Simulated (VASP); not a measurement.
Computed with vdW-DF2, VASP's PBE PAW potentials (set 64) (plane waves; VASP 6.6.1).

A VASP calculation is set up with these files.

### INCAR
```
AGGAC = 0.0
ALGO = Normal
EDIFF = 1E-6
EDIFFG = -0.02
ENCUT = 520
GGA = ML
IBRION = 2
ISIF = 3
ISMEAR = 0
ISPIN = 2
LASPH = .TRUE.
LCHARG = .FALSE.
LMAXMIX = 4
LORBIT = 10
LREAL = .FALSE.
LUSE_VDW = .TRUE.
LWAVE = .FALSE.
MAGMOM = 4.5 -4.5 -0.0 0.0 0.0 -0.0
NELM = 100
NSW = 60
PREC = Accurate
SIGMA = 0.05
SYSTEM = MnF2
ZAB_VDW = -1.8867
```

### POSCAR
```
MnF2
1.0
  4.9429292738   0.0000000000   0.0000000000
  0.0000000000   4.9429292738   0.0000000000
  0.0000000000   0.0000000000   3.3625276080
Mn F
2 4
Cartesian
  0.0000000000   0.0000000000   0.0000000000
  2.4714646369   2.4714646369   1.6812638040
  1.4973040435   1.4973040435   0.0000000000
  3.9687686804   0.9741605934   1.6812638040
  0.9741605934   3.9687686804   1.6812638040
  3.4456252303   3.4456252303   0.0000000000
```

### KPOINTS
```
Automatic mesh
0
Gamma
4 4 6
0 0 0
```

POTCAR, in this order: Mn_pv F (PBE.64 set). Program: vasp_std.

Output

**OSZICAR**
```
       N       E                     dE             d eps       ncg     rms          rms(c)
DAV:   1     0.719740955543E+03    0.71974E+03   -0.31655E+04  3160   0.189E+03
DAV:   2     0.429731121748E+02   -0.67677E+03   -0.65309E+03  3456   0.542E+02
DAV:   3    -0.286370696989E+02   -0.71610E+02   -0.70881E+02  3376   0.184E+02
DAV:   4    -0.305301494390E+02   -0.18931E+01   -0.18841E+01  3648   0.300E+01
DAV:   5    -0.305651442326E+02   -0.34995E-01   -0.34987E-01  3264   0.449E+00    0.203E+01
DAV:   6    -0.253374335673E+02    0.52277E+01   -0.34046E+01  3688   0.393E+01    0.140E+01
DAV:   7    -0.254382696325E+02   -0.10084E+00   -0.22226E+00  3192   0.113E+01    0.959E+00
DAV:   8    -0.252789138172E+02    0.15936E+00   -0.36244E-01  3232   0.537E+00    0.356E+00
DAV:   9    -0.253838759609E+02   -0.10496E+00   -0.55985E-02  3472   0.266E+00    0.802E-01
DAV:  10    -0.253852310263E+02   -0.13551E-02   -0.20387E-02  3360   0.874E-01    0.154E-01
DAV:  11    -0.253852921817E+02   -0.61155E-04   -0.71302E-04  3272   0.271E-01    0.679E-02
DAV:  12    -0.253853834678E+02   -0.91286E-04   -0.57229E-05  3432   0.641E-02    0.439E-02
DAV:  13    -0.253853799182E+02    0.35495E-05   -0.16934E-05  3192   0.342E-02    0.133E-02
DAV:  14    -0.253853884791E+02   -0.85609E-05   -0.54060E-06  3104   0.222E-02    0.239E-03
DAV:  15    -0.253853920926E+02   -0.36135E-05   -0.45275E-07  1696   0.636E-03    0.111E-03
DAV:  16    -0.253853915919E+02    0.50073E-06   -0.10680E-07  1632   0.291E-03
   1 F= -.25385392E+02 E0= -.25385392E+02  d E =-.253854E+02  mag=     0.0000
       N       E                     dE             d eps       ncg     rms          rms(c)
DAV:   1    -0.254126679486E+02   -0.27276E-01   -0.60214E-01  3336   0.724E+00    0.145E+00
DAV:   2    -0.253869948791E+02    0.25673E-01   -0.99076E-02  3352   0.230E+00    0.907E-01
DAV:   3    -0.253866126714E+02    0.38221E-03   -0.55413E-03  3608   0.716E-01    0.297E-01
DAV:   4    -0.253862935559E+02    0.31912E-03   -0.41737E-04  4072   0.168E-01    0.195E-01
DAV:   5    -0.253861218104E+02    0.17175E-03   -0.11935E-04  3392   0.936E-02    0.681E-02
DAV:   6    -0.253861309357E+02   -0.91253E-05   -0.15646E-05  3536   0.438E-02    0.607E-03
DAV:   7    -0.253861337365E+02   -0.28008E-05   -0.16325E-06  1976   0.957E-03    0.290E-03
DAV:   8    -0.253861333115E+02    0.42495E-06   -0.20290E-07  1720   0.385E-03
   2 F= -.25386133E+02 E0= -.25386133E+02  d E =-.741720E-03  mag=     0.0000
```

### OUTCAR
```
------------------------ aborting loop because EDIFF is reached ----------------------------------------
  FORCE on cell =-STRESS in cart. coord.  units (eV):
  Direction    XX          YY          ZZ          XY          YZ          ZX
  --------------------------------------------------------------------------------------
  Total       -0.0114613     -0.0114613     -0.0954668     -0.0000000      0.0000000      0.0000000
  in kB       -0.2221239     -0.2221239     -1.8501754     -0.0000000      0.0000000      0.0000000
  external PRESSURE =      -0.7648077 kB  Pullay stress =       0.0000000 kB
  volume of cell :       82.67
      direct lattice vectors                 reciprocal lattice vectors
     4.953780283  0.000000000  0.000000000     0.201866038 -0.000000000  0.000000000
     0.000000000  4.953780283  0.000000000    -0.000000000  0.201866038  0.000000000
     0.000000000  0.000000000  3.368809210     0.000000000  0.000000000  0.296840794
 POSITION                                       TOTAL-FORCE (eV/Angst)
 -----------------------------------------------------------------------------------
      4.95378      0.00000      0.00000         0.000000      0.000000      0.000000
      2.47689      2.47689      1.68440         0.000000      0.000000      0.000000
      1.50003      1.50003      3.36881        -0.004770     -0.004770      0.000000
      3.97692      0.97687      1.68440        -0.004770      0.004770      0.000000
      0.97687      3.97692      1.68440         0.004770     -0.004770      0.000000
      3.45376      3.45376      0.00000         0.004770      0.004770      0.000000
 -----------------------------------------------------------------------------------
    total drift:                                0.000000      0.000000     -0.000000
  FREE ENERGIE OF THE ION-ELECTRON SYSTEM (eV)
  ---------------------------------------------------
  free  energy   TOTEN  =       -25.3861333115 eV

  energy  without entropy=      -25.3861333115  energy(sigma->0) =      -25.38613331

 total charge

# of ion       s       p       d       tot
------------------------------------------
    1        0.155   6.126   4.948  11.229
    2        0.155   6.126   4.948  11.229
    3        1.725   4.349   0.000   6.074
    4        1.725   4.349   0.000   6.074
    5        1.725   4.349   0.000   6.074
    6        1.725   4.349   0.000   6.074
--------------------------------------------------
tot          7.209  29.647   9.896  46.753

 magnetization (x)

# of ion       s       p       d       tot
------------------------------------------
    1        0.016   0.009   4.501   4.525
    2       -0.016  -0.009  -4.501  -4.525
    3       -0.002  -0.026   0.000  -0.029
    4        0.002   0.026   0.000   0.029
    5        0.002   0.026   0.000   0.029
    6       -0.002  -0.026   0.000  -0.029
--------------------------------------------------
tot         -0.000   0.000  -0.000  -0.000

 reached required accuracy - stopping structural energy minimisation
```
(Selected blocks of OUTCAR.)

File CONTCAR:
```
MnF2
   1.00000000000000
     4.9537802831629518    0.0000000000000000    0.0000000000000000
     0.0000000000000000    4.9537802831629518    0.0000000000000000
     0.0000000000000000    0.0000000000000000    3.3688092096880120
  Mn              F
     2     4
Direct
     1.0000000000000000    0.0000000000000000    0.0000000000000000
     0.5000000000000000    0.5000000000000000    0.5000000000000000
     0.3028041081735841    0.3028041081735841    1.0000000000000000
     0.8028041081735841    0.1971958918264159    0.5000000000000000
     0.1971958918264159    0.8028041081735841    0.5000000000000000
     0.6971958918264159    0.6971958918264159    0.0000000000000000
```

File OUTCAR:
```
 val. band max:        1.8701902220   @ k =   0.2500   0.2500   0.5000

 cond. band min:       3.9088600334   @ k =   0.0000   0.0000   0.0000


 Fermi energy:         2.2458026177

 spin component 1

 k-point     1 :       0.0000    0.0000    0.0000
  band No.  band energies     occupation
      1     -47.5888      1.00000
      2     -47.5319      1.00000
      3     -47.5220      1.00000
      4     -42.9550      1.00000
      5     -42.8923      1.00000
      6     -42.8832      1.00000
      7     -21.6566      1.00000
      8     -21.1963      1.00000
      9     -21.1941      1.00000
     10     -21.1441      1.00000
     11      -5.0912      1.00000
     12      -4.1533      1.00000
     13      -3.7795      1.00000
     14      -3.6075      1.00000
     15      -3.2667      1.00000
     16      -3.2525      1.00000
     17      -3.2366      1.00000
     18      -3.2003      1.00000
     19      -2.3807      1.00000
     20      -2.0366      1.00000
     21      -2.0258      1.00000
     22      -1.7497      1.00000
     23       0.3717      1.00000
     24       0.6140      1.00000
     25       0.7515      1.00000
     26       1.5570      1.00000
     27       1.7875      1.00000
     28       3.9089      0.00000
     29       4.1789      0.00000
     30       4.5745      0.00000
     31       4.5944      0.00000
     32       5.4557      0.00000

 k-point     2 :       0.2500    0.0000    0.0000
  band No.  band energies     occupation
      1     -47.5888      1.00000
      2     -47.5319      1.00000
      3     -47.5220      1.00000
      4     -42.9550      1.00000
      5     -42.8923      1.00000
      6     -42.8833      1.00000
      7     -21.5955      1.00000
      8     -21.2821      1.00000
      9     -21.1761      1.00000
     10     -21.1418      1.00000
     11      -4.8828      1.00000
     12      -4.1645      1.00000
     13      -3.6560      1.00000
     14      -3.6237      1.00000
...
```

The compound is MnF2 in the rutile structure. This run relaxes it. Symmetry was kept, so distortions that lower it aren't found. The start is the result of an earlier pass.
